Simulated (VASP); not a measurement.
Data:

```
CELL_PARAMETERS angstrom
      4.32959     0.00000     0.00000
      0.00000     3.06391     0.00000
      0.00000     0.00000     3.06391
ATOMIC_POSITIONS crystal
  Si 0.00000 0.00000 0.00000
  Si 0.50000 0.50000 0.50000
  C  0.25000 0.00000 0.50000
  C  0.75000 0.50000 0.00000
```

Calculation: LDA (Ceperley-Alder, Perdew-Zunger), VASP's LDA PAW potentials (set 64) (plane waves; VASP). Numerical set-up: 520 eV cut-off, 5×7×7 Γ-centred mesh, Gaussian smearing of 0.050 eV, potentials Si C.

What does the run give for the energy per atom (σ→0), band gap (on the k-mesh) with the smallest direct gap where there is one?

| Item | Result |
|---|---|
| band gap (on the k-mesh) | 1.28 eV |
| energy per atom (σ→0) | -802.8 kJ/mol-atom |

Only differences to runs with the same potentials and settings are physical.

The compound is SiC in the zinc blende structure. It was relaxed first. The start is the result of an earlier pass.
